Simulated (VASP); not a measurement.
Runs of VASP 6.6.1 on BePt. Symmetry: Fm-3m, No. 225, cubic system. Conventional cell: a = 4.565 Å, b = 4.565 Å, c = 4.565 Å, α = 90.00°, β = 90.00°, γ = 90.00°. Around Be (site symmetry m-3m) lie 6 Pt at 2.28 Å. Pt (site symmetry m-3m) is surrounded by 6 Be at 2.28 Å. The cell was built by a generator and needn't be a form met in nature.

```tsv
task	level	spin	cell	cutoff (eV)	smearing	gap on the mesh (eV)	pressure (GPa)	relaxed volume (Å³/atom)
relaxation of cell and atoms	PBE	off	relaxed	600	methfessel-paxton 0.1 eV	none	-0.1	12.70
hyperfine couplings	PBE+TS	collinear, ferromagnetic start	cell strained at random at fixed volume	520	tetrahedron	none	5.2	-
single point	PBE	off	as given	520	fermi-dirac 0.05 eV	none	(a)	-
relaxation of cell and atoms	PBEsol	off	relaxed	600	methfessel-paxton 0.1 eV	none	0.0	12.31
```

Alike in all rows: potentials or basis VASP PAW PBE potentials, release 64 (Be, Pt); k mesh 10 × 10 × 10.

**Question.** Fill in the values left out.

**Answer.** (a) 12.0.

Caveats: atom-pairwise D2, TS and ULG terms overbind metals (some runs); pairwise dispersion overbinds metals, which lowers pressure and volume (some runs); tetrahedron occupations give inexact forces and stress in metals (some runs); the PAW data sets were made with another functional, which shifts forces and pressure a little (some runs).

A k mesh can miss the band edges, and the runs leave out spin-orbit coupling on Pt.

A gap of «none» marks a metal or a gap under the smearing width.
